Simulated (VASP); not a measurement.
All values below come from PBEsol GGA, VASP's PBE PAW potentials (set 64) (plane waves; VASP).

A VASP calculation is set up with these files.

KPOINTS:
```
Automatic mesh
0
Gamma
6 6 6
0 0 0
```

INCAR:
```
ALGO  =  Normal   # blocked Davidson
ENCUT  =  520
PREC  =  Accurate
EDIFF  =  1E-6   # SCF stop (eV)
LMAXMIX  =  4   # l cut-off of mixed one-centre charges
LWAVE  =  .FALSE.
EDIFFG  =  -0.01   # ionic stop
LASPH  =  .TRUE.   # aspherical one-centre terms
GGA  =  PS   # PBEsol
ISIF  =  3
ISMEAR  =  0
IBRION  =  2   # conjugate gradients
LREAL  =  .FALSE.   # projection in real space or not
SYSTEM  =  CdTe
NSW  =  60   # most ionic steps
NELM  =  100   # most electronic steps
LCHARG  =  .FALSE.
SIGMA  =  0.05   # width (eV)
```

POSCAR:
```
CdTe
1
    0.0000000000     3.2400000000     3.2400000000
    3.2400000000     0.0000000000     3.2400000000
    3.2400000000     3.2400000000     0.0000000000
Cd Te
1 1
Direct
  0.0000000000   0.0000000000   0.0000000000
  0.2500000000   0.2500000000   0.2500000000
```

POTCAR, in this order: Cd Te (PBE.64 set). Program: vasp_std.

What VASP printed:

File OSZICAR:
```
       N       E                     dE             d eps       ncg     rms          rms(c)
DAV:   1     0.104047466392E+03    0.10405E+03   -0.85130E+03   424   0.121E+03
DAV:   2    -0.165037589141E+01   -0.10570E+03   -0.10221E+03   466   0.278E+02
DAV:   3    -0.570162987779E+01   -0.40513E+01   -0.40454E+01   516   0.572E+01
DAV:   4    -0.573999317164E+01   -0.38363E-01   -0.38360E-01   584   0.494E+00
DAV:   5    -0.574009572671E+01   -0.10256E-03   -0.10255E-03   481   0.242E-01    0.567E+00
DAV:   6    -0.550194689637E+01    0.23815E+00   -0.53985E-01   466   0.102E+01    0.466E+00
DAV:   7    -0.548397271890E+01    0.17974E-01   -0.11349E-01   471   0.256E+00    0.188E+00
DAV:   8    -0.548301676662E+01    0.95595E-03   -0.10208E-02   421   0.141E+00    0.538E-01
DAV:   9    -0.548299278424E+01    0.23982E-04   -0.78584E-04   476   0.337E-01    0.127E-01
DAV:  10    -0.548302421977E+01   -0.31436E-04   -0.11872E-04   446   0.113E-01    0.555E-02
DAV:  11    -0.548304861028E+01   -0.24391E-04   -0.49742E-05   444   0.480E-02    0.365E-02
DAV:  12    -0.548304662020E+01    0.19901E-05   -0.46829E-06   486   0.170E-02    0.187E-02
DAV:  13    -0.548304652507E+01    0.95132E-07   -0.41702E-07   248   0.442E-03
   1 F= -.54830465E+01 E0= -.54830465E+01  d E =-.548305E+01
       N       E                     dE             d eps       ncg     rms          rms(c)
DAV:   1    -0.550449325759E+01   -0.21447E-01   -0.43176E-01   456   0.872E+00    0.109E+00
DAV:   2    -0.548592711947E+01    0.18566E-01   -0.49870E-02   446   0.357E+00    0.363E-01
DAV:   3    -0.548396782902E+01    0.19593E-02   -0.48332E-03   436   0.767E-01    0.305E-01
DAV:   4    -0.548365770807E+01    0.31012E-03   -0.52298E-04   456   0.188E-01    0.566E-02
DAV:   5    -0.548363874498E+01    0.18963E-04   -0.59124E-05   416   0.102E-01    0.396E-02
DAV:   6    -0.548363811717E+01    0.62781E-06   -0.14057E-05   434   0.390E-02    0.998E-03
DAV:   7    -0.548363801302E+01    0.10415E-06   -0.24586E-06   401   0.213E-02
   2 F= -.54836380E+01 E0= -.54836380E+01  d E =-.591488E-03
       N       E                     dE             d eps       ncg     rms          rms(c)
DAV:   1    -0.548482020834E+01   -0.11821E-02   -0.23147E-02   456   0.200E+00    0.246E-01
DAV:   2    -0.548380985052E+01    0.10104E-02   -0.27708E-03   456   0.835E-01    0.810E-02
DAV:   3    -0.548370850905E+01    0.10134E-03   -0.25573E-04   431   0.173E-01    0.670E-02
DAV:   4    -0.548369621554E+01    0.12294E-04   -0.27295E-05   456   0.437E-02    0.127E-02
DAV:   5    -0.548369600156E+01    0.21398E-06   -0.29730E-06   396   0.230E-02
   3 F= -.54836960E+01 E0= -.54836960E+01  d E =-.649476E-03
```

File OUTCAR:
```
------------------------ aborting loop because EDIFF is reached ----------------------------------------
  FORCE on cell =-STRESS in cart. coord.  units (eV):
  Direction    XX          YY          ZZ          XY          YZ          ZX
  --------------------------------------------------------------------------------------
  Total        0.0009919      0.0009919      0.0009919     -0.0000000      0.0000000     -0.0000000
  in kB        0.0231625      0.0231625      0.0231625     -0.0000000      0.0000000     -0.0000000
  external PRESSURE =       0.0231625 kB  Pullay stress =       0.0000000 kB
  volume of cell :       68.61
      direct lattice vectors                 reciprocal lattice vectors
     0.000000000  3.249248904  3.249248904    -0.153881717  0.153881717  0.153881717
     3.249248904 -0.000000000  3.249248904     0.153881717 -0.153881717  0.153881717
     3.249248904  3.249248904  0.000000000     0.153881717  0.153881717 -0.153881717
  FREE ENERGIE OF THE ION-ELECTRON SYSTEM (eV)
  ---------------------------------------------------
  free  energy   TOTEN  =        -5.4836960016 eV

  energy  without entropy=       -5.4836960016  energy(sigma->0) =       -5.48369600

 reached required accuracy - stopping structural energy minimisation
```
(Selected blocks of OUTCAR.)

**CONTCAR**
```
CdTe
   1.00000000000000
     0.0000000000000000    3.2492489044280144    3.2492489044280144
     3.2492489044280144   -0.0000000000000000    3.2492489044280144
     3.2492489044280144    3.2492489044280144    0.0000000000000000
  Cd              Te
     1     1
Direct
     0.0000000000000000    0.0000000000000000    0.0000000000000000
     0.2500000000000000    0.2500000000000000    0.2500000000000000
```

File OUTCAR:
```
 val. band max:        2.1415125485   @ k =   0.0000   0.0000   0.0000

 cond. band min:       2.7781093209   @ k =   0.0000   0.0000   0.0000


 Fermi energy:         2.4079962562

 k-point     1 :       0.0000    0.0000    0.0000
  band No.  band energies     occupation
      1      -9.0240      2.00000
      2      -6.0896      2.00000
      3      -6.0896      2.00000
      4      -6.0896      2.00000
      5      -5.8309      2.00000
      6      -5.8309      2.00000
      7       2.1415      2.00000
      8       2.1415      2.00000
      9       2.1415      2.00000
     10       2.7781      0.00000
     11       6.6905      0.00000
     12       6.6905      0.00000
     13       6.6905      0.00000

 k-point     2 :       0.1667    0.0000    0.0000
  band No.  band energies     occupation
      1      -8.9242      2.00000
      2      -6.0711      2.00000
      3      -6.0711      2.00000
      4      -6.0086      2.00000
      5      -5.8320      2.00000
      6      -5.8320      2.00000
      7       0.3764      2.00000
      8       1.9140      2.00000
      9       1.9140      2.00000
     10       3.9025      0.00000
     11       6.7808      0.00000
     12       7.0276      0.00000
     13       7.0276      0.00000

 k-point     3 :       0.3333    0.0000    0.0000
  band No.  band energies     occupation
      1      -8.7238      2.00000
      2      -6.0393      2.00000
      3      -6.0393      2.00000
      4      -5.8281      2.00000
      5      -5.8281      2.00000
      6      -5.7356      2.00000
      7      -1.4524      2.00000
      8       1.5342      2.00000
      9       1.5342      2.00000
     10       3.9744      0.00000
     11       7.3093      0.00000
     12       7.3093      0.00000
     13       8.2808      0.00000

 k-point     4 :       0.5000    0.0000    0.0000
  band No.  band energies     occupation
      1      -8.6252      2.00000
      2      -6.0270      2.00000
      3      -6.0270      2.00000
...
```

Unless said otherwise, spin-orbit coupling is left out, though it shifts the bands of the heavy elements here.

The compound is CdTe in the zinc blende structure. This run relaxes it. Symmetry was kept, so distortions that lower it aren't found.
